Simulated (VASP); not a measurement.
```yaml
crystal:
  lattice:
    - [2.00126, -3.46628, 0.00000]
    - [2.00126, 3.46628, 0.00000]
    - [0.00000, 0.00000, 6.50608]
  atoms:
    - { symbol: Cd, position: [0.66667, 0.33333, 0.50007] }
    - { symbol: Cd, position: [0.33333, 0.66667, 0.00007] }
    - { symbol: S, position: [0.66667, 0.33333, 0.87693] }
    - { symbol: S, position: [0.33333, 0.66667, 0.37693] }
```

Level of theory: LDA (Ceperley-Alder, Perdew-Zunger), VASP's LDA PAW potentials (set 64) (plane waves; VASP). Numerical set-up: 500 eV cut-off, 6×6×4 Γ-centred mesh, Gaussian smearing of 0.050 eV, potentials Cd S.

Question: Predict the energy per atom (σ→0), pressure, band gap (on the k-mesh) with the smallest direct gap where there is one.

Answer: 
```yaml
band gap (on the k-mesh): 1.19 eV
smallest direct gap (on the k-mesh): 1.19 eV
energy per atom (σ→0): -3.682 eV/atom
pressure: 4.96 GPa
```

Total energies compare only between runs with the same potentials, cut-off and functional.

The compound is CdS in the wurtzite structure. It was relaxed first under an external pressure of 5 GPa.
